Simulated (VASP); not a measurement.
Write the native input for VASP 6.6.1 that does the following.

```
Task                   : single point
Functional             : PBEsol
Potentials or basis    : VASP PAW PBE potentials, release 64 (Mg, Li_sv)
Cutoff                 : 520 eV
k mesh                 : 2 × 2 × 2
Occupations            : fermi-dirac, width 0.15 eV
Spin                   : no spin polarisation
Dipole correction      : no
Further INCAR settings : ALGO = Normal; EDIFF = 1e-06; NBANDS = 26
```

The structure of LiMg12 (a cell with a defect) lies in POSCAR:

```
LiMg12
1.0
    6.4200000000      0.0000000000      0.0000000000
   -4.8150000000      8.3398250000      0.0000000000
    0.0000000000      0.0000000000      5.2130400000
Mg Li
12 1
Direct
    0.1963382353      0.1843803677      0.2363879809
   -0.0095318106      0.1354944498      0.6940480027
   -0.0972689258      0.3689166140     -0.0738916256
    0.2704480066      0.4996627627      0.3260093918
    0.1393223796      0.7426894449      0.1549959333
    0.1051560535      0.8782558387      0.6084357688
    0.5626735768     -0.0305162279      0.0053903289
    0.6061192526      0.1654591074      0.4151896015
    0.4929314129      0.3833893397     -0.2125439283
    0.8198846015      0.5337402164      0.4648151558
    0.3494796897      0.6202408324     -0.1840001228
    0.6446683502      0.8414684960      0.3969660697
   -0.1931179274     -0.1958914006      1.0267713273
```

The cell was built by a generator and needn't be a form met in nature.

These files were run (other wordings do the same):

INCAR

```
SYSTEM = LiMg12
PREC = Accurate ; ENCUT = 520
EDIFF = 1E-6 ; ISMEAR = -1
SIGMA = 0.15 ; LREAL = .FALSE.
LASPH = .TRUE. ; NELM = 100
ALGO = Normal ; ISIF = 2
LWAVE = .FALSE. ; LCHARG = .FALSE.
GGA = PS ; NBANDS = 26
```

KPOINTS

```
Automatic mesh
0
G
  2 2 2
  0 0 0
```

Potentials or basis: VASP PAW PBE potentials, release 64 (Mg, Li_sv).

Command:

```bash
$ cat potpaw_PBE.64/Mg/POTCAR potpaw_PBE.64/Li_sv/POTCAR > POTCAR
$ mpirun -np 1 vasp_std > vasp.out
```

Results of the run:

```
Largest force          : 2.303 eV/Å
Band gap on the k mesh : none (metal or under the smearing width)
```

Caveat: the k mesh is coarse (spacing up to 0.60 Å⁻¹), so the values aren't converged; the PAW data sets were made with another functional, which shifts forces and pressure a little.

Run time: 40 s on 1 thread of Intel(R) Xeon(R) 6975P-C (Granite Rapids) (shared host), peak memory 0.35 GiB.
